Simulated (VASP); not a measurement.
GaSb:

```
Ga Sb
1.0
     0.00000    3.05740    3.05740
     3.05740    0.00000    3.05740
     3.05740    3.05740    0.00000
Ga Sb
1 1
Direct
  0.00000 0.00000 0.00000
  0.25000 0.25000 0.25000
```

Program: VASP 6.6.1. Alike in all runs: task band structure; cell as given; k mesh 10 × 10 × 10; cutoff (eV) 520; smearing gaussian 0.03 eV. Hardware: 4 MPI ranks on Intel(R) Xeon(R) 6975P-C (Granite Rapids) (shared host).

Problem. Order these runs on this cell by their wall time, lowest first.
A. level r2SCAN; potentials or basis VASP PAW PBE potentials, release 64 (Ga_d, Sb); spin off
B. level TB-mBJ; potentials or basis VASP PAW PBE potentials, release 64 (Ga_d, Sb); spin SOC, no magnetisation
C. level LDA; potentials or basis VASP PAW LDA potentials, release 64 (Ga_d, Sb); spin off

Solution. C (21 s), A (68 s), B (240 s).

Runs at the PBE level aren't shown here.
